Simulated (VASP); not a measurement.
Consider the following.

```xyz
63
Lattice="7.1466 0.0000 0.0000 0.0000 7.1466 0.0000 0.0000 0.0000 7.1466" Properties=species:S:1:pos:R:3 pbc="T T T"
C      3.5733     0.0000     0.0000
C      4.4700     0.8447     0.9353
C      5.4001     1.7399     0.0458
C      6.2169     2.6583     0.9039
C      5.4044     0.0353     1.7368
C      6.2554     0.8985     2.6785
C      0.0000     0.0000     0.0000
C      0.8933     0.8933     0.8933
C      1.7866     1.7866     0.0000
C      2.7116     2.6589     0.9167
C      3.5936     3.5560    -0.0166
C      4.5145     4.4791     0.9384
C      5.3599     5.3599     0.0000
C      6.2532     6.2532     0.8933
C      1.7866     0.0000     1.7866
C      2.6723     0.8896     2.6673
C      3.5698     1.7401     1.7450
C      5.3832     3.5869     1.7394
C      6.2332     4.4386     2.6354
C      3.5756    -0.0084     3.5280
C      4.4739     0.9237     4.4279
C      5.3376     1.8008     3.5725
C      6.2539     2.6761     4.5061
C      5.3599     0.0000     5.3599
C      6.2532     0.8933     6.2532
C      0.0000     3.5733     0.0000
C      0.8933     4.4666     0.8933
C      1.7866     5.3599     0.0000
C      2.6800     6.2532     0.8933
C      0.0000     1.7866     1.7866
C      0.8933     2.6800     2.6800
C      1.8224     3.5922     1.7369
C      2.7200     4.5087     2.6305
C      3.5876     5.3484     1.7962
C      4.4666     6.2532     2.6800
C      0.0000     0.0000     3.5733
C      0.8933     0.8933     4.4666
C      1.7769     1.8252     3.5434
C      2.6718     2.6948     4.4678
C      4.4357     4.4568     4.4953
C      5.3353     5.3208     3.6164
C      6.2532     6.2532     4.4666
C      1.7866     0.0000     5.3599
C      2.6800     0.8933     6.2532
C      3.5240     1.7376     5.3697
C      4.4666     2.6800     6.2532
C      5.3973     3.6146     5.3268
C      6.2532     4.4666     6.2532
C      0.0000     5.3599     1.7866
C      0.8933     6.2532     2.6800
C      0.0000     3.5733     3.5733
C      0.8933     4.4666     4.4666
C      1.7866     5.3599     3.5733
C      2.6800     6.2532     4.4666
C      0.0000     1.7866     5.3599
C      0.8933     2.6800     6.2532
C      1.7866     3.5733     5.3599
C      2.6800     4.4666     6.2532
C      3.5733     5.3599     5.3599
C      4.4666     6.2532     6.2532
C      0.0000     5.3599     5.3599
C      0.8933     6.2532     6.2532
Mg     3.5566     3.6012     3.5368
```

Calculation: PBE GGA, VASP's PBE PAW potentials (set 64) (plane waves; VASP). Numerical set-up: PREC = Normal, LREAL = Auto, ISYM = 0, EDIFF = 1E-5, 400 eV cut-off, 1×1×1 Γ-centred mesh, Gaussian smearing of 0.050 eV, potentials C Mg. Starting moments (MAGMOM): 63*0.0317. The cell's moment is fixed (NUPDOWN = 2).

At this cut-off the stress carries a Pulay error, which pulls relaxed volumes low. The supercell is sampled at Γ alone, which is coarse: total energies, pressure and levels can be off, energies of defects by several tenths of an eV.

**Question.** The ions are relaxed. Give the cell that the relaxation ends in.

**Answer.** 
```xyz
63
Lattice="7.1466 0.0000 0.0000 0.0000 7.1466 0.0000 0.0000 0.0000 7.1466" Properties=species:S:1:pos:R:3 pbc="T T T"
C      3.5672     7.1394     7.1410
C      4.4448     0.9141     0.9078
C      5.3455     1.8012     0.0118
C      6.2448     2.6994     0.9003
C      5.3430     0.0140     1.8022
C      6.2374     0.9141     2.7007
C      7.1385     0.0074     0.0070
C      0.8773     0.9064     0.9012
C      1.7665     1.7860     7.1390
C      2.6607     2.6831     0.8863
C      3.5689     3.5774     7.1465
C      4.4636     4.4821     0.8856
C      5.3585     5.3800     7.1423
C      6.2416     6.2741     0.9037
C      1.7639     7.1415     1.7827
C      2.6709     0.8978     2.6734
C      3.4733     1.7077     1.6990
C      5.4515     3.6768     1.6936
C      6.2597     4.4818     2.6815
C      3.5721     0.0010     3.5733
C      4.4720     0.8976     4.4748
C      5.4464     1.7074     3.6722
C      6.2589     2.6830     4.4845
C      5.3629     7.1413     5.3812
C      6.2444     0.9061     6.2679
C      0.0038     3.5744     7.1415
C      0.8767     4.4799     0.8820
C      1.7854     5.3593     7.1393
C      2.6667     6.2706     0.8797
C      7.1334     1.8014     1.8000
C      0.8837     2.6887     2.6851
C      1.7701     3.5826     1.7767
C      2.5832     4.5578     2.5888
C      3.5573     5.3679     1.7864
C      4.4574     6.2647     2.6879
C      0.0044     7.1393     3.5782
C      0.8803     0.8854     4.4743
C      1.7696     1.7838     3.5797
C      2.5781     2.5885     4.5677
C      4.5565     4.5576     4.5619
C      5.3590     5.3678     3.5879
C      6.2658     6.2706     4.4786
C      1.7881     7.1377     5.3574
C      2.6711     0.8855     6.2653
C      3.5658     1.7835     5.3761
C      4.4603     2.6885     6.2617
C      5.3685     3.5824     5.3750
C      6.2631     4.4796     6.2685
C      0.0029     5.3802     1.7867
C      0.8788     6.2723     2.6832
C      7.1454     3.5773     3.5764
C      0.8962     4.4643     4.4613
C      1.7922     5.3511     3.5601
C      2.6865     6.2513     4.4588
C      0.0065     1.7859     5.3787
C      0.8794     2.6916     6.2659
C      1.7848     3.5661     5.3608
C      2.6842     4.4645     6.2493
C      3.5852     5.3512     5.3529
C      4.4622     6.2724     6.2664
C      0.0060     5.3591     5.3600
C      0.8911     6.2581     6.2543
Mg     4.0146     3.1321     3.1301
``` The cell ends with 2.00 μB, on the first 30 sites 0.01 0.00 0.01 -0.01 0.00 0.00 0.00 0.00 0.00 0.00 0.00 0.00 0.03 0.00 0.01 0.01 0.07 0.31 0.00 0.00 0.01 0.07 0.00 0.01 0.00 0.03 0.00 0.00 0.01 0.01 μB.

**Question.** How much energy does the relaxation gain?

**Answer.** The energy (σ→0) changes by -189.7 meV/atom, in 20 ionic steps.

```
step  E(σ→0) (eV)  max force (eV/Å)  pressure (GPa)  volume (Å³)
----  -----------  ----------------  --------------  -----------
1       -540.3932            19.572           11.20       365.00
2       -529.4654            15.350           14.91       365.00
3       -549.9699             4.328            5.88       365.00
4       -550.0644             4.188            5.85       365.00
5       -550.0838             4.590            5.86       365.00
6       -551.0963             2.880            5.78       365.00
7       -551.2830             3.040            5.55       365.00
8       -551.9716             1.328            5.36       365.00
9       -551.9721             1.287            5.35       365.00
10      -552.2318             1.004            5.11       365.00
11      -552.2540             0.585            5.11       365.00
12      -552.3200             0.354            5.04       365.00
13      -552.3282             0.235            5.04       365.00
14      -552.3400             0.169            5.01       365.00
15      -552.3421             0.134            5.02       365.00
16      -552.3455             0.089            5.01       365.00
17      -552.3456             0.068            5.01       365.00
18      -552.3463             0.036            5.01       365.00
19      -552.3463             0.031            5.01       365.00
20      -552.3465             0.015            5.01       365.00
```

The cell is a supercell with a defect, built from C (diamond): Mg_C-vac_C.
